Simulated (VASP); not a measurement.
Consider the following.

```yaml
crystal:
  lattice:
    - [3.89479, -6.69152, 0.00657]
    - [1.92381, 3.33214, 0.00000]
    - [0.00538, -0.00311, 6.34148]
  atoms:
    - { symbol: Zn, position: [0.32794, 0.32794, 0.50098] }
    - { symbol: Zn, position: [0.16806, 0.66806, 0.00230] }
    - { symbol: Zn, position: [0.83929, 0.33929, 0.49901] }
    - { symbol: S, position: [0.31569, 0.31569, 0.86871] }
    - { symbol: S, position: [0.16800, 0.66800, 0.37065] }
    - { symbol: S, position: [0.85369, 0.35368, 0.86280] }
    - { symbol: S, position: [0.66437, 0.66437, 0.39922] }
    - { symbol: Cd, position: [0.66296, 0.66296, 0.00433] }
```

The numbers are results of PBEsol GGA, VASP's PBE PAW potentials (set 64) (plane waves; VASP), not measurements. Settings: 400 eV cut-off, Gaussian smearing of 0.050 eV, potentials Zn S Cd.

Problem. Give the energies of bands 28 to 41 at the high-symmetry points, in eV from the valence-band maximum.

Solution. 
```csv
band,Γ,Z,D,B,A,E,C2,Y2
28,-3.32,-3.72,-3.97,-3.00,-3.25,-4.51,-4.07,-2.97
29,-2.33,-3.17,-3.42,-2.36,-1.99,-1.90,-2.78,-1.80
30,-1.80,-3.17,-3.24,-2.19,-1.94,-1.88,-2.73,-1.74
31,-1.10,-3.12,-2.36,-1.86,-1.78,-1.88,-2.52,-1.66
32,-1.03,-3.08,-2.32,-1.58,-1.38,-1.78,-2.37,-1.60
33,-0.82,-1.76,-1.77,-0.76,-1.31,-1.74,-1.76,-0.74
34,-0.20,-1.63,-1.72,-0.72,-1.29,-1.52,-1.62,-0.68
35,-0.07,-1.62,-0.95,-0.65,-1.27,-1.47,-1.51,-0.42
36,0.00,-1.60,-0.91,-0.30,-0.68,-1.43,-1.23,-0.30
37,1.69,4.37,3.39,3.41,3.66,3.11,4.04,2.96
38,2.83,4.49,3.44,3.51,3.87,3.25,4.07,3.18
39,3.53,4.83,3.78,3.76,4.02,3.33,4.35,3.31
40,3.98,5.04,4.16,4.14,4.48,3.45,4.41,3.62
41,4.95,5.35,4.75,5.13,4.97,4.71,5.69,4.88
```

The gap is direct, 1.69 eV, from the valence maximum at Γ to the conduction minimum at Γ.

The structure was generated: CdZn3S4 was put into an ordered model structure (Pm), which need not be its known phase. It was relaxed first.
